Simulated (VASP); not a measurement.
OSZICAR of a VASP run on SnO₂ (rutile):

**OSZICAR**
```
       N       E                     dE             d eps       ncg     rms          rms(c)
DAV:   1     0.659654600278E+03    0.65965E+03   -0.26243E+04  1979   0.262E+03
DAV:   2     0.506990748207E+02   -0.60896E+03   -0.58907E+03  2087   0.681E+02
DAV:   3    -0.435483216820E+02   -0.94247E+02   -0.93160E+02  2084   0.227E+02
DAV:   4    -0.483025825340E+02   -0.47543E+01   -0.47314E+01  2250   0.556E+01
DAV:   5    -0.484449562790E+02   -0.14237E+00   -0.14231E+00  2320   0.994E+00    0.158E+01
DAV:   6    -0.423491762940E+02    0.60958E+01   -0.24406E+01  3034   0.728E+01    0.602E+00
DAV:   7    -0.423735164055E+02   -0.24340E-01   -0.20043E+00  2084   0.864E+00    0.328E+00
DAV:   8    -0.422981955982E+02    0.75321E-01   -0.31653E-01  2881   0.546E+00    0.755E-01
DAV:   9    -0.422812966868E+02    0.16899E-01   -0.85399E-02  2951   0.408E+00    0.148E-01
DAV:  10    -0.422813938866E+02   -0.97200E-04   -0.53618E-03  2782   0.661E-01    0.450E-02
DAV:  11    -0.422813973992E+02   -0.35126E-05   -0.29168E-04  2956   0.231E-01    0.229E-02
DAV:  12    -0.422813976766E+02   -0.27738E-06   -0.23337E-05  2816   0.618E-02    0.138E-02
DAV:  13    -0.422813947016E+02    0.29750E-05   -0.14510E-05  2983   0.442E-02    0.102E-03
DAV:  14    -0.422813948486E+02   -0.14702E-06   -0.16614E-06  2360   0.117E-02    0.572E-04
DAV:  15    -0.422813948512E+02   -0.26184E-08   -0.45601E-08  1420   0.264E-03
   1 F= -.42281395E+02 E0= -.42281395E+02  d E =0.000000E+00
```

Which electronic solver shows in the log?

It is blocked Davidson (ALGO = Normal, or the opening steps of other solvers). The INCAR had ALGO = Normal.

Can the final energy be trusted as converged?

The calculation finished and met its thresholds. It stopped with EDIFF = 1E-7, NELM = 100 (LDA (Ceperley-Alder, Perdew-Zunger), plane waves, VASP's LDA PAW potentials (set 64)).

The compound is SnO2 in the rutile structure. It was relaxed first.
